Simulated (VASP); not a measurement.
Calculation: RPBE GGA, VASP's PBE PAW potentials (set 64) (plane waves; VASP).

VASP input:

POSCAR:
```
LiCl
3.6752720
  0.0000000000   0.7071068688   0.7071068688
  0.7071068688   0.0000000000   0.7071068688
  0.7071068688   0.7071068688   0.0000000000
Li Cl
1 1
Cart
  0.0000000000   0.0000000000   0.0000000000
  0.7071068688   0.7071068688   0.7071068688
```

KPOINTS:
```
Automatic mesh
0
Gamma
9 9 9
0 0 0
```

### INCAR
```
LCHARG = .FALSE.
SYSTEM = LiCl
EDIFF = 1E-7
GGA = RP   ! RPBE
NELM = 100   ! most electronic steps
LASPH = .TRUE.   ! aspherical one-centre terms
PREC = Accurate
ISMEAR = 0   ! Gaussian
ENCUT = 520
SIGMA = 0.05   ! width (eV)
LWAVE = .FALSE.
LREAL = .FALSE.
ISIF = 2   ! forces and stress, cell fixed
ALGO = Normal   ! blocked Davidson
```

POTCAR, in this order: Li_sv Cl (PBE.64 set). Program: vasp_std.

The run wrote:

OSZICAR:
```
       N       E                     dE             d eps       ncg     rms          rms(c)
DAV:   1     0.459861697730E+02    0.45986E+02   -0.43633E+03   630   0.103E+03
DAV:   2    -0.512519744248E+01   -0.51111E+02   -0.49117E+02   857   0.167E+02
DAV:   3    -0.703144139795E+01   -0.19062E+01   -0.19044E+01   780   0.385E+01
DAV:   4    -0.707406428296E+01   -0.42623E-01   -0.42570E-01   970   0.561E+00
DAV:   5    -0.707438273794E+01   -0.31845E-03   -0.31845E-03   782   0.509E-01    0.263E+00
DAV:   6    -0.700381938054E+01    0.70563E-01   -0.19367E-01   709   0.269E+00    0.197E+00
DAV:   7    -0.701325739681E+01   -0.94380E-02   -0.76019E-02   860   0.190E+00    0.105E+00
DAV:   8    -0.702163141093E+01   -0.83740E-02   -0.16114E-02   697   0.111E+00    0.152E-01
DAV:   9    -0.702169658360E+01   -0.65173E-04   -0.39604E-04   932   0.173E-01    0.578E-02
DAV:  10    -0.702188878144E+01   -0.19220E-03   -0.41950E-04   680   0.184E-01    0.351E-02
DAV:  11    -0.702190700193E+01   -0.18220E-04   -0.10872E-05   936   0.323E-02    0.723E-03
DAV:  12    -0.702191087150E+01   -0.38696E-05   -0.15029E-06   722   0.117E-02    0.419E-03
DAV:  13    -0.702191007829E+01    0.79321E-06   -0.25976E-07   875   0.473E-03    0.468E-04
DAV:  14    -0.702190985806E+01    0.22023E-06   -0.44110E-09   390   0.777E-04    0.226E-04
DAV:  15    -0.702190978419E+01    0.73877E-07   -0.22031E-09   342   0.470E-04
   1 F= -.70219098E+01 E0= -.70219098E+01  d E =-.121676E-20
```

### OUTCAR
```
------------------------ aborting loop because EDIFF is reached ----------------------------------------
  FORCE on cell =-STRESS in cart. coord.  units (eV):
  Direction    XX          YY          ZZ          XY          YZ          ZX
  --------------------------------------------------------------------------------------
  Total        0.1836247      0.1836247      0.1836247     -0.0000000     -0.0000000      0.0000000
  in kB        8.3808494      8.3808494      8.3808494     -0.0000000     -0.0000000      0.0000000
  external PRESSURE =       8.3808494 kB  Pullay stress =       0.0000000 kB
  volume of cell :       35.10
      direct lattice vectors                 reciprocal lattice vectors
     0.000000000  2.598810076  2.598810076    -0.192395745  0.192395745  0.192395745
     2.598810076  0.000000000  2.598810076     0.192395745 -0.192395745  0.192395745
     2.598810076  2.598810076  0.000000000     0.192395745  0.192395745 -0.192395745
  FREE ENERGIE OF THE ION-ELECTRON SYSTEM (eV)
  ---------------------------------------------------
  free  energy   TOTEN  =        -7.0219097842 eV

  energy  without entropy=       -7.0219097842  energy(sigma->0) =       -7.02190978
```
(Selected blocks of OUTCAR.)

The compound is LiCl in the rock salt structure. This cell is one point of a volume scan, at 0.97 of the reference volume.
